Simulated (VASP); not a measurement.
C (diamond): computed properties

Level of theory: LDA (Ceperley-Alder, Perdew-Zunger), VASP's LDA PAW potentials (set 64) (plane waves; VASP).

For C, the space group comes out as Fd-3m (227) and the cell is a = b = c = 3.5358 Å, α = β = γ = 90.00°. The volume per atom is 5.53 Å³/atom and the band gap (over mesh and band path) is 4.16 eV. The smallest direct gap (over mesh and band path) is 5.62 eV, the Hill bulk modulus comes out as 465 GPa and the Hill shear modulus is 542 GPa. The Poisson's ratio is 0.080 and the density comes out as 3.61 g/cm³. The mean ε∞ (DFPT) is 5.77 and the mean ε∞ (independent particles) comes out as 5.94. The mean static ε comes out as 5.77. The optical Γ-point spectrum is 1321 (×3) cm⁻¹. The C11 is 1100 GPa and the C12 is 147 GPa. The C44 comes out as 591 GPa.

```
C
1.0
    0.00000     1.76792     1.76792
    1.76792     0.00000     1.76792
    1.76792     1.76792     0.00000
C
2
Direct
  0.00000   0.00000   0.00000
  0.25000   0.25000   0.25000
```

Measured: a 3.553 Å at 0 K (computed value off by -0.5 %), as given by Daniel Mejia-Rodriguez et al., Physical Review B (2018), arXiv:1807.09216 [static lattice: zero-point anharmonic expansion removed]; bulk modulus 442 GPa (computed value off by +5.1 %), as given by M. Råsander et al., The Journal of Chemical Physics (2015), arXiv:1505.02379; shear modulus 534 GPa (computed value off by +1.5 %), as given by Cormac Toher et al., Physical Review Materials (2017), arXiv:1611.05714; ε∞ 5.70 at 300 K (computed value off by +1.2 %), as given by Jonathan M. Skelton et al., Journal of Chemical Theory and Computation (2020), arXiv:2005.00277. The calculation is for a static lattice, while the measured bulk modulus, shear modulus hold thermal and zero-point effects, which are part of the difference.

The compound is C in the diamond structure. It was relaxed first. Symmetry was kept, so distortions that lower it aren't found.
